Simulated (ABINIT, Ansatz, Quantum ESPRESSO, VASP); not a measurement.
# ScIr3 (Pm-3m, 4 atoms in the cell) computed with different codes at matched settings

Self-consistent single point.

```yaml
crystal:
  lattice:
    - [3.84833, 0.00000, 0.00000]
    - [0.00000, 3.84833, 0.00000]
    - [0.00000, 0.00000, 3.84833]
  atoms:
    - { symbol: Sc, position: [0.00000, 0.00000, 0.00000] }
    - { symbol: Ir, position: [0.00000, 0.50000, 0.50000] }
    - { symbol: Ir, position: [0.50000, 0.00000, 0.50000] }
    - { symbol: Ir, position: [0.50000, 0.50000, 0.00000] }
```

Shared settings, as Ansatz (a first-principles code) writes them: kpoints.mp_grid.grid = 6 6 6; scf.occupations.method = fermi_dirac; scf.occupations.width = 0.136 eV. Potentials and cutoffs stand in the table.

| code | model | pressure (GPa) | cutoff |
|---|---|---|---|
| Quantum ESPRESSO | PBEsol, SSSP 1.1.2 efficiency (PBE) pseudopotentials | 11.59 | 60 Ry |
| Ansatz | PBEsol, PAW files made with PBE | 11.36 | 420 eV |
| VASP | PBEsol, VASP's PBE PAW potentials (set 64) | 11.58 | 300 eV |
| ABINIT | PBEsol, norm-conserving pseudopotentials (PseudoDojo nc-sr-04 PBEsol standard) | 11.09 | 1061 eV |

On Ansatz's run: spin-orbit coupling is off. Spin polarisation is off.

The spread over the programs that give each value: pressure within 0.50 GPa.

Ansatz's pressure is given at a fixed set of plane waves, as the other plane-wave codes print theirs; with its correction for the finite basis it is 11.41 GPa.

VASP's run is marked for a possible Pulay error in its stress at this cutoff; no cutoff test was made.

The starting cell comes from a database of computed structures (which also holds hypothetical and non-ambient phases and stackings), without a prior relaxation at this level. Its lattice was rescaled by a random factor within 2.5 % of one.

Left out of this page: GPAW, CP2K, Elk, FLEUR and SIESTA (not drawn, or without a comparable value).

Keys are those of Ansatz 0.2.
